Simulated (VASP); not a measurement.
Input of a VASP 6.6.1 run:

Contents of INCAR:

```
PREC = Accurate
ENCUT = 600
EDIFF = 1E-7
ISMEAR = 0
SIGMA = 0.03
LREAL = False
LASPH = True
NELM = 80
ALGO = Normal
ISIF = 3
LWAVE = False
LCHARG = False
GGA = PS
IBRION = 2
NSW = 90
EDIFFG = -0.005
LUSENCCL = False
```

KPOINTS

```
regular mesh
0
Gamma
  6 6 6
```

The input POSCAR:

```
Si5Ge11                                 
1.0
    0.0002380629      5.5912904751     -5.5911042269
    5.5915285380      5.5915285380      0.0000000000
    5.5919181407     -0.0003896027     -5.5917318257
  Ge              Si            
    11     5
Direct
     0.4955425067642373    0.0014760362538043    0.5015054207281543
     0.0045030046490566    0.9984370334052998    0.4984704136228440
     0.0045030046490566    0.4985895483227996    0.4984704136228440
     0.4969048618130416    0.9970651761741485    0.0030280893314702
     0.4969048618130416    0.5030018726813398    0.0030280893314702
     0.0000806822963043    0.4999648546930587    0.9999896083175783
     0.8707037776781079    0.3764206646436804    0.3764548930345314
     0.8764376533844448    0.8764538802869964    0.3706545860415623
     0.3765186964597207    0.3763999393141306    0.8706814249120181
     0.8764267322261180    0.3706601108332875    0.8764101724578574
     0.8764267322261180    0.8765029844827373    0.8764101724578574
     0.4970827728393687    0.5028147609849472    0.4972877051907367
     0.0042200144929225    0.9985314966517076    0.9987169922036623
     0.3763701868496341    0.3763144933375425    0.3762874212114672
     0.3763701868496341    0.8710278986013562    0.3762874212114672
     0.3710043250091934    0.8763392493331635    0.8763171763244796
```

Potentials or basis: VASP PAW PBE potentials, release 64 (Ge_d, Si).

Run with:

```console
$ cat potpaw_PBE.64/Ge_d/POTCAR potpaw_PBE.64/Si/POTCAR > POTCAR
$ mpirun -np 1 vasp_std > vasp.out
```

(1) What does it give for the space group after relaxing (to 0.05 Å)?

(2) What does it give for the relaxed cell?

(3) What does it give for the relaxed volume?

(4) What does it give for the band gap on the k mesh?

Answers

(1) Cm (No. 8).

(2) a = 7.903 Å, b = 7.903 Å, c = 7.905 Å, α = 60.01°, β = 60.01°, γ = 60.00°.

(3) 21.82 Å³/atom.

(4) 0.21 eV, direct.

Caveat: the PAW data sets were made with another functional, which shifts forces and pressure a little.
